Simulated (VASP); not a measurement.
Computed with PBEsol GGA, VASP's PBE PAW potentials (set 64) (plane waves; VASP).

VASP ran on this input.

### INCAR
```
LCHARG = T
ALGO = Normal
LASPH = T   # aspherical one-centre terms
LWAVE = F
SYSTEM = AlN
PREC = Accurate
EDIFF = 1E-7   # SCF stop (eV)
ISIF = 2   # forces and stress, cell fixed
ISMEAR = -5   # tetrahedra, Bloechl
LORBIT = 11   # lm-projected
NEDOS = 601
ENCUT = 520   # plane-wave cut-off (eV)
NELM = 100   # most electronic steps
GGA = PS   # PBEsol
LREAL = F
```

### KPOINTS
```
Automatic
0
G
 12 12 12
0 0 0
```

POSCAR:
```
AlN
2.1887660
  0.0000000000   0.9999998639   0.9999998639
  0.9999998639   0.0000000000   0.9999998639
  0.9999998639   0.9999998639   0.0000000000
Al N
1 1
Cartesian
  0.0000000000   0.0000000000   0.0000000000
  0.4999999319   0.4999999319   0.4999999319
```

POTCAR, in this order: Al N (PBE.64 set). Program: vasp_std.

Output

**OSZICAR**
```
       N       E                     dE             d eps       ncg     rms          rms(c)
DAV:   1     0.875931493164E+01    0.87593E+01   -0.41267E+03  1224   0.831E+02
DAV:   2    -0.173239643566E+02   -0.26083E+02   -0.25861E+02  1544   0.141E+02
DAV:   3    -0.178295216153E+02   -0.50556E+00   -0.50556E+00  1384   0.249E+01
DAV:   4    -0.178311100906E+02   -0.15885E-02   -0.15885E-02  1712   0.126E+00
DAV:   5    -0.178311125258E+02   -0.24352E-05   -0.24352E-05  1392   0.379E-02    0.826E+00
DAV:   6    -0.156578044560E+02    0.21733E+01   -0.12352E+01  1248   0.224E+01    0.293E+00
DAV:   7    -0.156292520022E+02    0.28552E-01   -0.93277E-02  1216   0.315E+00    0.196E+00
DAV:   8    -0.156115763289E+02    0.17676E-01   -0.19162E-02  1312   0.180E+00    0.393E-01
DAV:   9    -0.156113329340E+02    0.24339E-03   -0.68068E-04  1680   0.217E-01    0.204E-01
DAV:  10    -0.156113815396E+02   -0.48606E-04   -0.10042E-04  1216   0.890E-02    0.429E-02
DAV:  11    -0.156113804642E+02    0.10754E-05   -0.10866E-06  1400   0.112E-02    0.982E-03
DAV:  12    -0.156113805957E+02   -0.13145E-06   -0.10766E-07  1368   0.364E-03    0.369E-04
DAV:  13    -0.156113805998E+02   -0.40692E-08   -0.11096E-09   680   0.285E-04
   1 F= -.15611381E+02 E0= -.15611381E+02  d E =0.000000E+00
```

File OUTCAR:
```
------------------------ aborting loop because EDIFF is reached ----------------------------------------
  FORCE on cell =-STRESS in cart. coord.  units (eV):
  Direction    XX          YY          ZZ          XY          YZ          ZX
  --------------------------------------------------------------------------------------
  Total        0.0000674      0.0000674      0.0000674      0.0000000     -0.0000000      0.0000000
  in kB        0.0051490      0.0051490      0.0051490      0.0000000     -0.0000000      0.0000000
  external PRESSURE =       0.0051490 kB  Pullay stress =       0.0000000 kB
  volume of cell :       20.97
      direct lattice vectors                 reciprocal lattice vectors
     0.000000000  2.188765702  2.188765702    -0.228439252  0.228439252  0.228439252
     2.188765702  0.000000000  2.188765702     0.228439252 -0.228439252  0.228439252
     2.188765702  2.188765702  0.000000000     0.228439252  0.228439252 -0.228439252
  FREE ENERGIE OF THE ION-ELECTRON SYSTEM (eV)
  ---------------------------------------------------
  free  energy   TOTEN  =       -15.6113805998 eV

  energy  without entropy=      -15.6113805998  energy(sigma->0) =      -15.61138060

 total charge

# of ion       s       p       d       tot
------------------------------------------
    1        0.370   0.445   0.000   0.815
    2        1.218   2.620   0.000   3.838
--------------------------------------------------
tot          1.587   3.065   0.000   4.653
```
(Selected blocks of OUTCAR.)

The compound is AlN in the zinc blende structure, a metastable form; wurtzite is the usual one. It was relaxed first.
